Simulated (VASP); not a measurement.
```
CELL_PARAMETERS angstrom
      2.13828    -5.94704     0.00000
      2.13828     5.94704     0.00000
      0.00000     0.00000     4.33353
ATOMIC_POSITIONS crystal
  In 0.39217 0.60783 0.25384
  In 0.60783 0.39217 0.75384
  Cl 0.15493 0.84507 0.26216
  Cl 0.84507 0.15493 0.76216
```

All values below come from PBEsol GGA, VASP's PBE PAW potentials (set 64) (plane waves; VASP). Run with 400 eV cut-off, Gaussian smearing of 0.050 eV, potentials In_d Cl.

Unless said otherwise, spin-orbit coupling is left out, though it shifts the bands of the heavy elements here.

Q: Give the energies of bands 13 to 23 at the high-symmetry points, in eV from the valence-band maximum.

A: 
```
band      Γ      Y     C0      Z     A0      T      S      R
----  -----  -----  -----  -----  -----  -----  -----  -----
13    -5.22  -6.22  -6.63  -5.86  -5.10  -6.27  -6.55  -5.20
14    -4.53  -4.56  -5.56  -5.86  -5.10  -6.27  -5.70  -5.20
15    -4.49  -4.11  -3.90  -4.05  -4.94  -3.38  -3.70  -4.49
16    -4.16  -3.97  -3.42  -4.05  -4.94  -3.38  -3.52  -4.49
17    -3.92  -3.46  -3.36  -3.35  -3.74  -3.24  -3.42  -4.13
18    -3.42  -3.24  -3.24  -3.35  -3.74  -3.24  -3.33  -4.13
19    -3.25  -1.86  -1.96  -1.30  -2.15  -1.29  -1.84  -2.27
20    -1.28  -1.86   0.00  -1.30  -2.15  -1.29  -0.07  -2.27
21     3.26   1.80   1.45   1.94   2.17   1.56   1.36   2.54
22     4.04   3.50   2.15   1.94   2.17   1.56   2.14   2.54
23     4.08   4.59   2.52   3.47   3.95   3.86   2.58   3.60
```

The gap is indirect, 0.75 eV, from the valence maximum at C0 to the conduction minimum at T-Y at 0.29.

The structure comes from a computed database's InCl entry (Cmc2_1); how it stands against other phases isn't given here. It was relaxed first, which changed the volume by -12 %.
